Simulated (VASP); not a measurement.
AgI (wurtzite): the lattice constant a from VASP (plane waves, PAW) at several levels of theory. Static lattice.

```json
[
 {"level": "RPBE", "lattice constant a (Å)": "4.801"},
 {"level": "AM05", "lattice constant a (Å)": "4.590"},
 {"level": "PBE-D3(BJ)", "lattice constant a (Å)": "4.592"},
 {"level": "PBE-D4", "lattice constant a (Å)": "4.589"},
 {"level": "optB88-vdW", "lattice constant a (Å)": "4.650"},
 {"level": "rev-vdW-DF2", "lattice constant a (Å)": "4.623"}
]
```

The cell of the RPBE run:

```xyz
4
Lattice="2.4006 -4.1580 0.0000 2.4006 4.1580 0.0000 0.0000 0.0000 7.8474" Properties=species:S:1:pos:R:3 pbc="T T T"
Ag     2.4006    -1.3860     3.9249
Ag     2.4006     1.3860     0.0011
I      2.4006    -1.3860     6.8654
I      2.4006     1.3860     2.9416
```

Only levels that ran to the end are used. Left out are those held back, those with too coarse a band path, GW runs whose mesh misses a band edge, hybrids' fits of cells that aren't cubic and levels without matching references; a question may draw on a part of the rest.

The compound is AgI in the wurtzite structure.
